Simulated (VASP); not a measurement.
The system is SiRh3.

```
Rh Si
1.0
    -1.93357    1.93357    3.66934
     1.93357   -1.93357    3.66934
     1.93357    1.93357   -3.66934
Rh Si
3 1
Direct
  0.50000 0.50000 0.00000
  0.25000 0.75000 0.50000
  0.75000 0.25000 0.50000
  0.00000 0.00000 0.00000
```

The cell comes from a database or a generator and needn't be the stable form of this composition.

| Quantity | Value |
| --- | --- |
| Program | VASP 6.6.1 |
| Task | relaxation of cell and atoms |
| Functional | r2SCAN |
| Potentials or basis | VASP PAW PBE potentials, release 64 (Rh_pv, Si) |
| Cutoff | 600 eV |
| k mesh | 10 × 10 × 10 |
| Occupations | methfessel-paxton, width 0.1 eV |
| Spin | no spin polarisation |

At the start: pressure -7.2 GPa; volume 13.72 Å³/atom.

Task: Where does the relaxation end?

Result: Over 4 steps the energy falls by 9.2 meV/atom and the volume is 13.32 Å³/atom (-2.9 %); space group I4/mmm (No. 139, to 0.05 Å).

Step by step:
```tsv
step	energy change (eV)	largest force (eV/Å)	pressure (GPa)	volume (Å³)
1	0.0000	0.0000	-7.19	54.87
2	0.1389	0.0000	18.88	50.13
3	-0.0366	0.0000	-0.15	53.33
4	-0.0366	0.0000	-0.02	53.29
```

Final structure:
```
Rh Si
1.0
    -1.91508    1.91508    3.63289
     1.91508   -1.91508    3.63289
     1.91508    1.91508   -3.63289
Rh Si
3 1
Direct
  0.50000 0.50000 0.00000
  0.25000 0.75000 0.50000
  0.75000 0.25000 0.50000
  0.00000 0.00000 0.00000
```

Caveat: the PAW data sets were made with another functional, which shifts forces and pressure a little.
